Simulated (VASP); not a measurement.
Energy against volume of CuZn (CsCl type). All values below come from rev-vdW-DF2, VASP's PBE PAW potentials (set 64) (plane waves; VASP 6.6.1).

```csv
V (Å³/atom),E (eV/atom)
11.995,0.13616
12.378,0.12019
12.761,0.11463
13.144,0.11777
13.526,0.12819
```

**Question.** Fit a third-order Birch-Murnaghan equation of state.

**Answer.** 
The volume per atom comes out as 12.80 Å^3/atom. The bulk modulus comes out as 119 GPa, the pressure derivative of the bulk modulus is 4.98 and the lattice constant a comes out as 294.8 pm.

Measured: bulk modulus 116 GPa (computed value off by +2.7 %), as given by Niraj K. Nepal et al., Physical Review B (2020), arXiv:2007.11150; a 2.958 Å (computed value off by -0.4 %), as given by First-Principles Study on the Electrical and Thermal Conductivities of Cu–Zn Binary Alloys. The calculation is for a static lattice, while the measured bulk modulus, a hold thermal and zero-point effects, which are part of the difference.

The compound is CuZn in the CsCl type structure. It was relaxed first.
